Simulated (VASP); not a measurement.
Input:

```
TiSi2
1.0
    0.00000     4.11752     4.26290
    2.38951     0.00000     4.26290
    2.38951     4.11752     0.00000
Ti Si
2 4
Direct
  0.50000   0.50000   0.50000
  0.75000   0.75000   0.75000
  0.83743   0.16257   0.83743
  0.16257   0.83743   0.16257
  0.41257   0.08743   0.41257
  0.08743   0.41257   0.08743
```

The numbers are results of PBE GGA, VASP's PBE PAW potentials (set 64) (plane waves; VASP), not measurements. Numerical set-up: 300 eV cut-off, 7×7×7 Γ-centred mesh, Fermi-Dirac smearing of 0.14 eV, potentials Ti_sv Si.

At this cut-off the stress carries a Pulay error, which pulls relaxed volumes low.

Give the stress tensor in GPa (positive for a compressed cell).

```
1.90  0.00  0.00
0.00  0.87  0.00
0.00  0.00  2.93
```
The pressure is its mean diagonal, 1.90 GPa.

The structure comes from a computed database's TiSi2 entry (Fddd); how it stands against other phases isn't given here. The cell was not relaxed at this level.
